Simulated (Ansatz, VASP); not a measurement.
# Cross-check of Si3N4 between VASP and Ansatz, part 3 of 3

Aim: how closely do two programs agree when they are given the same cell, functional and k mesh? The cell is taken from a series of runs on this material, whose earlier steps may have relaxed, scaled, displaced or heated it; both programs get it as it stands.

VASP 6.6.1 and Ansatz 0.2.0.

So far: The starting structure; Ansatz: dielectric response, PBE; VASP: dielectric response, PBE.

## Step 3: VASP: dielectric response, PBE (continued)

Level of this step: PBE; plane waves and PAW (Si, N) (VASP).

Numbers of over 12 decimals in the logs are rounded to 6 here.

Parts of OUTCAR (step 3):

```text
ion  position               nearest neighbor table
   1  0.125  0.125  0.625-   7 1.89  13 1.89  10 1.89  12 1.89   8 1.89  14 1.89   4 2.75   2 2.75
                             3 2.75   4 2.75   2 2.75   3 2.75
   2  0.125  0.625  0.125-   7 1.89  13 1.89   9 1.89  11 1.89   8 1.89  14 1.89   4 2.75   1 2.75
                             1 2.75   3 2.75   4 2.75   3 2.75
   3  0.625  0.125  0.125-   7 1.89  13 1.89  10 1.89  11 1.89  12 1.89   9 1.89   4 2.75   1 2.75
                             2 2.75   1 2.75   2 2.75   4 2.75
   4  0.125  0.125  0.125-   9 1.89  11 1.89  10 1.89   8 1.89  12 1.89  14 1.89   1 2.75   2 2.75
                             3 2.75   1 2.75   2 2.75   3 2.75
   5  0.750  0.750  0.750-   8 1.79   9 1.79  10 1.79  13 1.79
   6  0.500  0.500  0.500-  11 1.79  12 1.79  14 1.79   7 1.79
   7  0.368  0.368  0.368-   6 1.79   2 1.89   3 1.89   1 1.89
   8  0.353  0.882  0.882-   5 1.79   4 1.89   1 1.89   2 1.89
   9  0.882  0.882  0.353-   5 1.79   4 1.89   2 1.89   3 1.89
  10  0.882  0.353  0.882-   5 1.79   4 1.89   1 1.89   3 1.89
  11  0.368  0.368  0.897-   6 1.79   4 1.89   2 1.89   3 1.89
  12  0.368  0.897  0.368-   6 1.79   4 1.89   1 1.89   3 1.89
  13  0.882  0.882  0.882-   5 1.79   2 1.89   3 1.89   1 1.89
  14  0.897  0.368  0.368-   6 1.79   4 1.89   1 1.89   2 1.89

  LATTYP: Found a face centered cubic cell.
 ALAT       =     7.7874360000

 Subroutine GETGRP returns: Found 48 space group operations
 (whereof 24 operations were pure point group operations)

The static configuration has the point symmetry T_d .
 The point group associated with its full space group is O_h .

 Found     16 irreducible k-points:

   k-points           NKPTS =     16   k-points in BZ     NKDIM =     16   number of bands    NBANDS=     46

   dimension x,y,z NGX =    42 NGY =   42 NGZ =   42
   dimension x,y,z NGXF=    84 NGYF=   84 NGZF=   84

   ENCUT  =  520.0 eV  38.22 Ry    6.18 a.u.  10.24 10.24 10.24*2*pi/ulx,y,z

   NELECT =      64.0000    total number of electrons

 k-points in reciprocal lattice and weights: Automatic mesh
   0.00000000  0.00000000  0.00000000       0.005
   0.16666667  0.00000000  0.00000000       0.037
   0.33333333  0.00000000  0.00000000       0.037
   0.50000000  0.00000000  0.00000000       0.019
   0.16666667  0.16666667  0.00000000       0.028
   0.33333333  0.16666667  0.00000000       0.111
   0.50000000  0.16666667  0.00000000       0.111
  -0.33333333  0.16666667  0.00000000       0.111
  -0.16666667  0.16666667  0.00000000       0.056
[...]
-0.33333333  0.33333333  0.16666667       0.111
  -0.33333333  0.50000000  0.16666667       0.056

 average (electrostatic) potential at core
       1 -79.4334       2 -79.4334       3 -79.4334       4 -79.4334       5 -79.7687
       6 -79.7687       7 -57.8884       8 -57.8884       9 -57.8884      10 -57.8884
      11 -57.8884      12 -57.8884      13 -57.8884      14 -57.8884

  Total        0.0147616      0.0147616      0.0147616      0.0000000      0.0000000      0.0000000
  in kB        0.2003176      0.2003176      0.2003176      0.0000000      0.0000000      0.0000000
  external PRESSURE =       0.2003176 kB  Pullay stress =       0.0000000 kB

  energy-cutoff  :      520.00
  volume of cell :      118.07
      direct lattice vectors                 reciprocal lattice vectors
     0.000000000  3.893718000  3.893718000    -0.128411970  0.128411970  0.128411970
     3.893718000  0.000000000  3.893718000     0.128411970 -0.128411970  0.128411970
     3.893718000  3.893718000  0.000000000     0.128411970  0.128411970 -0.128411970

 POSITION                                       TOTAL-FORCE (eV/Angst)
 -----------------------------------------------------------------------------------
      2.92029      2.92029      0.97343         0.000000      0.000000      0.000000
      2.92029      0.97343      2.92029         0.000000      0.000000      0.000000
      0.97343      2.92029      2.92029         0.000000      0.000000      0.000000
      0.97343      0.97343      0.97343         0.000000      0.000000      0.000000
      5.84058      5.84058      5.84058         0.000000      0.000000      0.000000
      3.89372      3.89372      3.89372         0.000000      0.000000      0.000000
      2.86237      2.86237      2.86237        -0.001829     -0.001829     -0.001829
      6.87192      4.80923      4.80923         0.001829     -0.001829     -0.001829
      4.80923      4.80923      6.87192        -0.001829     -0.001829      0.001829
      4.80923      6.87192      4.80923        -0.001829      0.001829     -0.001829
      4.92506      4.92506      2.86237         0.001829      0.001829     -0.001829
      4.92506      2.86237      4.92506         0.001829     -0.001829      0.001829
      6.87192      6.87192      6.87192         0.001829      0.001829      0.001829
      2.86237      4.92506      4.92506        -0.001829      0.001829      0.001829
 -----------------------------------------------------------------------------------
    total drift:                                0.000000      0.000000      0.000000

 MACROSCOPIC STATIC DIELECTRIC TENSOR (including local field effects in DFT)
 ------------------------------------------------------
           5.293512     0.000000     0.000000
           0.000000     5.293512     0.000000
           0.000000    -0.000000     5.293512
 ------------------------------------------------------

 PIEZOELECTRIC TENSOR (including local field effects)  for field in x, y, z        (C/m^2)
          XX          YY          ZZ          XY          YZ          ZX
  --------------------------------------------------------------------------------
  x     0.00000     0.00000     0.00000    -0.00000    -0.00000     0.00000
  y     0.00000    -0.00000     0.00000     0.00000    -0.00000     0.00000
  z     0.00000     0.00000     0.00000     0.00000     0.00000    -0.00000

 BORN EFFECTIVE CHARGES (including local field effects) (in |e|, cummulative output)
 ---------------------------------------------------------------------------------
 ion    1
    1     3.66372     0.16332    -0.16332
    2     0.16332     3.66372    -0.16332
    3    -0.16332    -0.16332     3.66372
 ion    2
    1     3.66372    -0.16332     0.16332
    2    -0.16332     3.66372    -0.16332
    3     0.16332    -0.16332     3.66372
 ion    3
    1     3.66372    -0.16332    -0.16332
    2    -0.16332     3.66372     0.16332
    3    -0.16332     0.16332     3.66372
 ion    4
    1     3.66372     0.16332     0.16332
    2     0.16332     3.66372     0.16332
    3     0.16332     0.16332     3.66372
 ion    5
    1     3.56426     0.00000     0.00000
    2     0.00000     3.56426     0.00000
    3     0.00000     0.00000     3.56426
 ion    6
    1     3.56426     0.00000     0.00000
    2     0.00000     3.56426     0.00000
    3     0.00000     0.00000     3.56426
 ion    7
    1    -2.72293    -0.22658    -0.22658
    2    -0.22658    -2.72293    -0.22658
    3    -0.22658    -0.22658    -2.72293
 ion    8
    1    -2.72293     0.22658     0.22658
    2     0.22658    -2.72293    -0.22658
    3     0.22658    -0.22658    -2.72293
 ion    9
    1    -2.72293    -0.22658     0.22658
    2    -0.22658    -2.72293     0.22658
    3     0.22658     0.22658    -2.72293
 ion   10
    1    -2.72293     0.22658    -0.22658
    2     0.22658    -2.72293     0.22658
    3    -0.22658     0.22658    -2.72293
 ion   11
    1    -2.72293    -0.22658     0.22658
    2    -0.22658    -2.72293     0.22658
    3     0.22658     0.22658    -2.72293
 ion   12
    1    -2.72293     0.22658    -0.22658
    2     0.22658    -2.72293     0.22658
    3    -0.22658     0.22658    -2.72293
 ion   13
    1    -2.72293    -0.22658    -0.22658
    2    -0.22658    -2.72293    -0.22658
    3    -0.22658    -0.22658    -2.72293
 ion   14
    1    -2.72293     0.22658     0.22658
    2     0.22658    -2.72293    -0.22658
    3     0.22658    -0.22658    -2.72293
```

## Step 4: Comparison

Known differences besides the potentials themselves: fixed occupations in Ansatz, narrow Gaussian smearing in VASP; the cutoff is 420 eV in Ansatz and 520 eV in VASP. Total energies have different zeros and are not compared.

The two programs side by side:

```tsv
quantity	Ansatz	VASP	difference
ε∞ xx	5.30	5.29	+0.17 %
ε∞ yy	5.30	5.29	+0.17 %
ε∞ zz	5.30	5.29	+0.17 %
Born charge of Si1 (mean of the diagonal) (e)	3.68	3.66	+0.02
Born charge of N7 (mean of the diagonal) (e)	-2.74	-2.72	-0.02
```

## Step 5: Results

- difference in ε∞ xx (dielectric response, PBE): 0.17 %

The difference in ε∞ xx is 0.17 % (dielectric response, PBE), within the 5 % picked in this series as the mark of a large difference. Such differences can come from data sets, numerical settings and the points named under the comparisons, not from the functional's error against experiment.

[Lines on the potential files, build, host, timing and source positions are cut from VASP's logs without a mark.]

[Logs are printed without paths, hosts, clocks, repeated set-up lines and the standing remarks that a program may print on its own settings, such as how far it seeks lower states.]

[Hosts, paths, dates, database ids (printed as entryN), source tags and the programs' standing remarks are cut or masked in the printed files.]
